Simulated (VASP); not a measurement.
Write the native input for VASP 6.6.1 that does the following.

| Quantity | Value |
| --- | --- |
| Task | single point |
| Functional | PBE |
| Potentials or basis | VASP PAW PBE potentials, release 64 (V_sv, Mg, Li_sv) |
| Cutoff | 520 eV |
| k mesh | 5 × 5 × 5 |
| Occupations | fermi-dirac, width 0.05 eV |
| Spin | collinear spin, ferromagnetic start |
| Starting moments | [2.0, 0.0, 0.0, 0.0, 0.0, 0.0, 0.0, 0.0] μB |
| Further INCAR settings | ALGO = Normal; EDIFF = 1e-07; NBANDS = 28 |

The structure of LiMg6V lies in POSCAR:

```
LiMg6V
1.0
    5.0322350000      0.0000000000      0.0000000000
    0.0000000000      3.1743710000      5.3670330000
    0.0000000000     -3.1743710000      5.3670330000
V Mg Li
1 6 1
Direct
    0.0000000000      0.8335670000      0.8335670000
    0.5000000000      0.1682960000      0.1682960000
    0.5000000000      0.6726050000      0.6726050000
    0.5000000000      0.6689520000      0.1561740000
    0.5000000000      0.1561740000      0.6689520000
    0.0000000000      0.8317160000      0.3345440000
    0.0000000000      0.3345440000      0.8317160000
    0.0000000000      0.3341500000      0.3341500000
```

The cell comes from a database or a generator and needn't be the stable form of this composition.

The input as run:

INCAR

```
SYSTEM = LiMg6V
ALGO     = Normal         ! electronic algorithm
EDIFF    = 1E-7           ! SCF threshold, eV
ENCUT    = 520            ! plane-wave cutoff, eV
GGA      = PE             ! functional
ISIF     = 2              ! what is computed and relaxed
ISMEAR   = -1             ! smearing method
ISPIN    = 2              ! spin polarisation
LASPH    = .TRUE.         ! aspherical terms in the spheres
LCHARG   = .TRUE.         ! write CHGCAR
LELF     = .TRUE.         ! ELF
LMAXMIX  = 4              ! l up to which the mixer works
LORBIT   = 11             ! projections on sites
LREAL    = .FALSE.        ! projectors in reciprocal space
LVHAR    = .TRUE.       
LWAVE    = .FALSE.        ! write WAVECAR
MAGMOM   = 2 0 0 0 0 0 0 0 ! initial moments
NBANDS   = 28             ! bands
NELM     = 150            ! most SCF steps
PREC     = Accurate       ! precision mode
SIGMA    = 0.05           ! smearing width, eV
```

KPOINTS

```
k-points
0
G
  5 5 5
  0 0 0
```

Potentials or basis: VASP PAW PBE potentials, release 64 (V_sv, Mg, Li_sv).

Command:

```bash
$ cat potpaw_PBE.64/V_sv/POTCAR potpaw_PBE.64/Mg/POTCAR potpaw_PBE.64/Li_sv/POTCAR > POTCAR
$ mpirun -np 1 vasp_std > vasp.out
```

It gave:

* Largest force: 0.047 eV/Å
* Band gap on the k mesh: none (metal or under the smearing width)
* Net moment: 3.37 μB per cell
* Site moments: V +2.72; Mg -0.00, +0.00, -0.01; Li -0.00 μB
* Valence electrons inside the program's atomic spheres: V 11.31; Mg 0.36; Li 2.08

Run time: 3.7 min on 1 thread of AMD EPYC 9R45 96-Core Processor (Zen 5) (shared host), peak memory 0.44 GiB.
